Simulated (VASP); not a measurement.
Level of theory: PBE GGA + U (Dudarev), VASP's PBE PAW potentials (set 64) (plane waves; VASP).

VASP input:

KPOINTS:
```
Automatic mesh
0
G
8 8 8
0 0 0
```

### POSCAR
```
Ni3Si
3.5332220
  1.0000000000   0.0000000000   0.0000000000
  0.0000000000   0.9754846992   0.0000000000
  0.0000000000   0.0000000000   1.0063964280
Si Ni
1 3
Cartesian
  0.0000000000   0.0000000000   0.0000000000
  0.0000000000   0.4877423496   0.5031982140
  0.5000000000   0.0000000000   0.5031982140
  0.5058990000   0.4877423496   0.0000000000
```

**INCAR**
```
# general
SYSTEM     =  Ni3Si
PREC       =  Accurate
ENCUT      =  400
LREAL      =  .FALSE.
LASPH      =  .TRUE.

# electronic loop
EDIFF      =  1E-6
NELM       =  100
ALGO       =  Normal
LMAXMIX    =  4

# smearing
ISMEAR     =  1
SIGMA      =  0.1

# functional
GGA        =  PE

# DFT+U
LDAU       =  .TRUE.
LDAUTYPE   =  2
LDAUL      =  -1 2
LDAUU      =  0 8.0
LDAUJ      =  0 0
LDAUPRINT  =  1

# ions
ISIF       =  2

# output
LWAVE      =  .FALSE.
LCHARG     =  .FALSE.
LORBIT     =  10
```

POTCAR, in this order: Si Ni (PBE.64 set). Program: vasp_std.

What VASP printed:

**OSZICAR**
```
       N       E                     dE             d eps       ncg     rms          rms(c)
DAV:   1     0.189756800923E+03    0.18976E+03   -0.13762E+04  5282   0.183E+03
DAV:   2     0.189691338401E+00   -0.18957E+03   -0.18264E+03  5255   0.325E+02
DAV:   3    -0.104322639483E+02   -0.10622E+02   -0.10391E+02  5670   0.112E+02
DAV:   4    -0.105774266644E+02   -0.14516E+00   -0.14484E+00  5960   0.117E+01
DAV:   5    -0.105811103664E+02   -0.36837E-02   -0.36828E-02  6100   0.174E+00    0.151E+01
DAV:   6    -0.105790772378E+02    0.20331E-02   -0.13084E+01  5705   0.607E+01    0.816E+00
DAV:   7    -0.973157442693E+01    0.84750E+00   -0.44841E+00  5800   0.376E+01    0.484E+00
DAV:   8    -0.983760530877E+01   -0.10603E+00   -0.67233E-01  7106   0.220E+01    0.301E+00
DAV:   9    -0.976742698851E+01    0.70178E-01   -0.18348E-01  6060   0.166E+01    0.938E-01
DAV:  10    -0.976837244012E+01   -0.94545E-03   -0.33329E-02  6165   0.205E+00    0.598E-01
DAV:  11    -0.977259391185E+01   -0.42215E-02   -0.12822E-02  6628   0.397E+00    0.509E-01
DAV:  12    -0.977152334175E+01    0.10706E-02   -0.80374E-03  6007   0.329E+00    0.147E-01
DAV:  13    -0.977139368696E+01    0.12965E-03   -0.18266E-03  7247   0.122E+00    0.578E-02
DAV:  14    -0.977144260293E+01   -0.48916E-04   -0.34986E-04  5728   0.268E-01    0.483E-02
DAV:  15    -0.977142433795E+01    0.18265E-04   -0.85076E-05  6149   0.230E-01    0.123E-02
DAV:  16    -0.977142737733E+01   -0.30394E-05   -0.25700E-05  7437   0.798E-02    0.706E-03
DAV:  17    -0.977142776166E+01   -0.38433E-06   -0.54932E-06  5099   0.323E-02
   1 F= -.97714278E+01 E0= -.97714762E+01  d E =0.145228E-03
```

### OUTCAR
```
------------------------ aborting loop because EDIFF is reached ----------------------------------------
  FORCE on cell =-STRESS in cart. coord.  units (eV):
  Direction    XX          YY          ZZ          XY          YZ          ZX
  --------------------------------------------------------------------------------------
  Total       -6.2387666     -5.5346052     -6.3921966      0.0000000      0.0000000      0.0000000
  in kB     -230.8378355   -204.7834738   -236.5148323      0.0000000      0.0000000      0.0000000
  external PRESSURE =    -224.0453805 kB  Pullay stress =       0.0000000 kB
  volume of cell :       43.30
      direct lattice vectors                 reciprocal lattice vectors
     3.533222000  0.000000000  0.000000000     0.283027786  0.000000000  0.000000000
     0.000000000  3.446604000  0.000000000     0.000000000  0.290140672  0.000000000
     0.000000000  0.000000000  3.555822000     0.000000000  0.000000000  0.281228925
 POSITION                                       TOTAL-FORCE (eV/Angst)
 -----------------------------------------------------------------------------------
      0.00000      0.00000      0.00000         0.017566      0.000000      0.000000
      0.00000      1.72330      1.77791         0.069441      0.000000      0.000000
      1.76661      0.00000      1.77791        -0.009148      0.000000      0.000000
      1.78745      1.72330      0.00000        -0.077859      0.000000      0.000000
 -----------------------------------------------------------------------------------
    total drift:                               -0.000613     -0.000000      0.000015
  FREE ENERGIE OF THE ION-ELECTRON SYSTEM (eV)
  ---------------------------------------------------
  free  energy   TOTEN  =        -9.7714277617 eV

  energy  without entropy=       -9.7715729901  energy(sigma->0) =       -9.77147617

 total charge

# of ion       s       p       d       tot
------------------------------------------
    1        0.745   0.753   0.000   1.498
    2        0.432   0.442   8.872   9.746
    3        0.429   0.435   8.871   9.735
    4        0.433   0.444   8.872   9.750
--------------------------------------------------
tot          2.039   2.075  26.615  30.729
```
(Selected blocks of OUTCAR.)

### OUTCAR
```
 val. band max:        9.2062544592   @ k =   0.3750   0.3750   0.3750

 cond. band min:       9.2292197637   @ k =   0.1250   0.1250   0.0000


 Fermi energy:         9.2283711440

 k-point     1 :       0.0000    0.0000    0.0000
  band No.  band energies     occupation
      1      -1.6455      2.00000
      2       4.0734      2.00000
      3       4.8250      2.00000
      4       4.8546      2.00000
      5       5.3073      2.00000
      6       5.3329      2.00000
      7       5.3346      2.00000
      8       7.3246      2.00000
      9       7.3643      2.00000
     10       7.4974      2.00000
     11       7.9377      2.00000
     12       8.1009      2.00000
     13       8.4703      2.00000
     14       8.9610      2.00103
     15       9.0810      2.05758
     16       9.1144      2.06845
     17       9.1971      1.50122
     18       9.3136     -0.00466
     19       9.7761     -0.00000
     20      14.4503      0.00000
     21      15.7979      0.00000

 k-point     2 :       0.1250    0.0000    0.0000
  band No.  band energies     occupation
      1      -1.4717      2.00000
      2       4.1737      2.00000
      3       4.7193      2.00000
      4       4.9662      2.00000
      5       5.3210      2.00000
      6       5.3645      2.00000
      7       5.3859      2.00000
      8       7.1941      2.00000
      9       7.3088      2.00000
     10       7.3263      2.00000
     11       7.8168      2.00000
     12       8.0678      2.00000
     13       8.3936      2.00000
     14       8.5294      2.00000
     15       8.7275      2.00000
     16       8.7562      2.00000
     17       9.0812      2.05781
     18       9.9404     -0.00000
     19      10.3866     -0.00000
     20      14.8317      0.00000
     21      16.0058      0.00000

 k-point     3 :       0.2500    0.0000    0.0000
  band No.  band energies     occupation
      1      -0.9743      2.00000
      2       4.0915      2.00000
      3       4.5669      2.00000
...
```

The compound is Ni3Si in the L1_2 structure. The cell was not relaxed at this level, atoms are displaced from their ideal sites. The run is one of a series of settings (LDAU = .TRUE., LDAUJ = 0 0, LDAUL = -1 2, LDAUTYPE = 2, LDAUU = 0 8.0 against the base run), some of them coarse on purpose. The run is not spin-polarised, so no magnetic state was tried.
